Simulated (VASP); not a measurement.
A VASP calculation is set up with these files.

File KPOINTS:
```
K-points
0
gamma
  5 5 7
0 0 0
```

POSCAR:
```
SnO2
1
    4.4678662893    -0.0000000000     0.0000000000
   -0.0000000000     4.4678662893     0.0000000000
    0.0000000000     0.0000000000     3.1219515561
Sn O
2 4
Direct
  0.0000000000   0.0000000000   0.0000000000
  0.5000000000   0.5000000000   0.5000000000
  0.3055092313   0.3055092313   0.0000000000
  0.8055092313   0.1944907687   0.5000000000
  0.1944907687   0.8055092313   0.5000000000
  0.6944907687   0.6944907687   0.0000000000
```

INCAR:
```
SYSTEM = SnO2
PREC = Accurate; ENCUT = 620; LREAL = .FALSE.
LASPH = .TRUE.
EDIFF = 1E-6; NELM = 100; ALGO = Normal
LMAXMIX = 4
ISMEAR = 0; SIGMA = 0.05
GGA = PS
IBRION = 2; NSW = 40; ISIF = 3
EDIFFG = -0.02; PSTRESS = 450
LWAVE = .FALSE.; LCHARG = .FALSE.
```

POTCAR, in this order: Sn_d O (PBE.64 set). Program: vasp_std.

Q: Write an equivalent input for Quantum ESPRESSO's pw.x.

A: One equivalent input (not run):
```
&CONTROL
  calculation = 'vc-relax'
  pseudo_dir = './pseudo'
  outdir = './out'
  tprnfor = .true.
  tstress = .true.
  nstep = 40
  forc_conv_thr = 0.00078
/
&SYSTEM
  ibrav = 0
  nat = 6
  ntyp = 2
  ecutwfc = 84
  occupations = 'smearing'
  smearing = 'gaussian'
  degauss = 0.003675
  input_dft = 'pbesol'
/
&ELECTRONS
  conv_thr = 7.3e-08
  electron_maxstep = 100
/
&IONS
/
&CELL
  press = 450
/
ATOMIC_SPECIES
  Sn 118.710 Sn.upf
  O 15.999 O.upf
CELL_PARAMETERS angstrom
     4.4678663   -0.0000000    0.0000000
    -0.0000000    4.4678663    0.0000000
     0.0000000    0.0000000    3.1219516
ATOMIC_POSITIONS crystal
  Sn   0.0000000  0.0000000  0.0000000
  Sn   0.5000000  0.5000000  0.5000000
  O    0.3055092  0.3055092  0.0000000
  O    0.8055092  0.1944908  0.5000000
  O    0.1944908  0.8055092  0.5000000
  O    0.6944908  0.6944908  0.0000000
K_POINTS automatic
  5 5 7 0 0 0
```
The two are equivalent in intent, not identical: the potentials are each code's own (VASP's PAW set, PseudoDojo norm-conserving files in pw.x), so ENCUT and ecutwfc are chosen apart and not converted; conv_thr bounds pw.x's estimated SCF error, while EDIFF bounds the energy change between steps; forc_conv_thr acts on force components and is met together with etot_conv_thr.

The compound is SnO2 in the rutile structure. It was relaxed first under an external pressure of 45 GPa.
